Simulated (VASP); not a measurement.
All values below come from PBE GGA with D3 dispersion (zero damping), VASP's PBE PAW potentials (set 64) (plane waves; VASP 6.6.1).

VASP ran on this input.

### KPOINTS
```
Automatic mesh
0
gamma
16 16 16
```

File POSCAR:
```
Pd
1
    0.0000000000     1.9431305767     1.9431305767
    1.9431305767     0.0000000000     1.9431305767
    1.9431305767     1.9431305767     0.0000000000
Pd
1
Direct
  0.0000000000   0.0000000000   0.0000000000
```

### INCAR
```
SYSTEM  =  Pd
PREC  =  Accurate; ENCUT  =  520; LREAL  =  .FALSE.
LASPH  =  .TRUE.
EDIFF  =  1E-7; NELM  =  100; ALGO  =  Normal
LMAXMIX  =  4
ISMEAR  =  1; SIGMA  =  0.1
GGA  =  PE; IVDW  =  11
ISIF  =  2
LWAVE  =  .FALSE.; LCHARG  =  .FALSE.
```

POTCAR, in this order: Pd (PBE.64 set). Program: vasp_std.

Output of the run:

**OSZICAR**
```
       N       E                     dE             d eps       ncg     rms          rms(c)
DAV:   1     0.391853186587E+02    0.39185E+02   -0.52846E+03  2618   0.104E+03
DAV:   2    -0.509990591800E+01   -0.44285E+02   -0.43204E+02  2774   0.195E+02
DAV:   3    -0.547590331147E+01   -0.37600E+00   -0.37222E+00  3104   0.209E+01
DAV:   4    -0.547781725045E+01   -0.19139E-02   -0.19137E-02  2974   0.135E+00
DAV:   5    -0.547784010531E+01   -0.22855E-04   -0.22854E-04  3039   0.129E-01    0.788E+00
DAV:   6    -0.521766288484E+01    0.26018E+00   -0.11764E+00  2681   0.103E+01    0.388E+00
DAV:   7    -0.520613622465E+01    0.11527E-01   -0.95162E-03  2919   0.886E-01    0.201E+00
DAV:   8    -0.520221786525E+01    0.39184E-02   -0.11002E-03  2796   0.266E-01    0.562E-02
DAV:   9    -0.520221986996E+01   -0.20047E-05   -0.77954E-06  3339   0.318E-02    0.115E-02
DAV:  10    -0.520222390669E+01   -0.40367E-05   -0.15968E-06  2932   0.134E-02    0.264E-03
DAV:  11    -0.520222370883E+01    0.19786E-06   -0.31712E-08  2124   0.168E-03    0.433E-04
DAV:  12    -0.520222365661E+01    0.52221E-07   -0.33633E-09  1381   0.653E-04
   1 F= -.57937540E+01 E0= -.57937263E+01  d E =-.833068E-04
```

OUTCAR:
```
------------------------ aborting loop because EDIFF is reached ----------------------------------------
 Edisp (eV)   -0.59153
  FORCE on cell =-STRESS in cart. coord.  units (eV):
  Direction    XX          YY          ZZ          XY          YZ          ZX
  --------------------------------------------------------------------------------------
  Total      -0.01087    -0.01087    -0.01087    -0.00000     0.00000     0.00000
  in kB      -1.18658    -1.18658    -1.18658    -0.00000     0.00000     0.00000
  external pressure =       -1.19 kB  Pullay stress =        0.00 kB
  volume of cell :       14.67
      direct lattice vectors                 reciprocal lattice vectors
     0.000000000  1.943130577  1.943130577    -0.257316727  0.257316727  0.257316727
     1.943130577  0.000000000  1.943130577     0.257316727 -0.257316727  0.257316727
     1.943130577  1.943130577  0.000000000     0.257316727  0.257316727 -0.257316727
 POSITION                                       TOTAL-FORCE (eV/Angst)
 -----------------------------------------------------------------------------------
      0.00000      0.00000      0.00000         0.000000      0.000000      0.000000
 -----------------------------------------------------------------------------------
    total drift:                               -0.000000     -0.000000     -0.000000
  FREE ENERGIE OF THE ION-ELECTRON SYSTEM (eV)
  ---------------------------------------------------
  free  energy   TOTEN  =        -5.7937540464 eV

  energy  without entropy=       -5.7936707396  energy(sigma->0) =       -5.79372628
```
(Selected blocks of OUTCAR.)

The compound is Pd in the fcc structure. It was relaxed first.
